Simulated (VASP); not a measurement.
Consider the following.

```yaml
crystal:
  lattice:
    - [4.12751, 0.00000, 0.00000]
    - [0.00000, 4.12751, 0.00000]
    - [0.00000, 0.00000, 4.12751]
  atoms:
    - { symbol: Ba, position: [0.00000, 0.00000, 0.00000] }
    - { symbol: Zr, position: [0.50000, 0.50000, 0.50000] }
    - { symbol: O, position: [0.50000, 0.00000, 0.50000] }
    - { symbol: O, position: [0.00000, 0.50000, 0.50000] }
    - { symbol: O, position: [0.50000, 0.50000, 0.00000] }
```

Method: rev-vdW-DF2, VASP's PBE PAW potentials (set 64) (plane waves; VASP). Numerical set-up: 520 eV cut-off, 5×5×5 Γ-centred mesh, Gaussian smearing of 0.050 eV, potentials Ba_sv Zr_sv O.

What does the run give for the energy per atom (σ→0), pressure?

```yaml
energy per atom (σ→0): -6.791 eV/atom
pressure: 11.19 GPa
```

The absolute energy has meaning only against runs of the same code, potentials and settings.

The compound is BaZrO3 in the cubic perovskite structure. This cell is one point of a volume scan, at 0.94 of the reference volume.
